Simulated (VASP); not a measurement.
These are PBEsol GGA, VASP's PBE PAW potentials (set 64) (plane waves; VASP) values and carry that method's errors.

The input files of a VASP run:

### INCAR
```
SYSTEM = HfN
PREC = Accurate; ENCUT = 280; LREAL = .FALSE.
LASPH = .TRUE.
EDIFF = 1E-6; NELM = 100; ALGO = Normal
LMAXMIX = 6
ISMEAR = 1; SIGMA = 0.1
GGA = PS
ISIF = 2
LWAVE = .FALSE.; LCHARG = .FALSE.
```

File KPOINTS:
```
Regular mesh
0
Gamma
10 10 10
0 0 0
```

### POSCAR
```
HfN
1.0
  0.0000000000   2.2558600000   2.2558600000
  2.2558600000   0.0000000000   2.2558600000
  2.2558600000   2.2558600000   0.0000000000
Hf N
1 1
Direct
  0.0000000000   0.0000000000   0.0000000000
  0.5000000000   0.5000000000   0.5000000000
```

POTCAR, in this order: Hf_pv N (PBE.64 set). Program: vasp_std.

Task: What will the output report for the number of irreducible k-points (NKPTS), largest plane-wave count, number of space-group operations, FFT grid (NGX, NGY, NGZ)?

Result: 
```yaml
number of irreducible k-points (NKPTS): 47
largest_plane_wave_count: 262
number_of_space_group_operations: 48
FFT grid (NGX, NGY, NGZ): 18 × 18 × 18
```

The structure comes from a computed database's HfN entry; how it stands against other phases isn't given here. The cell was not relaxed at this level. The run is one of a series of settings (ENCUT = 280 against the base run), some of them coarse on purpose. The electron count is odd and the run is not spin-polarised, which forces a metal.
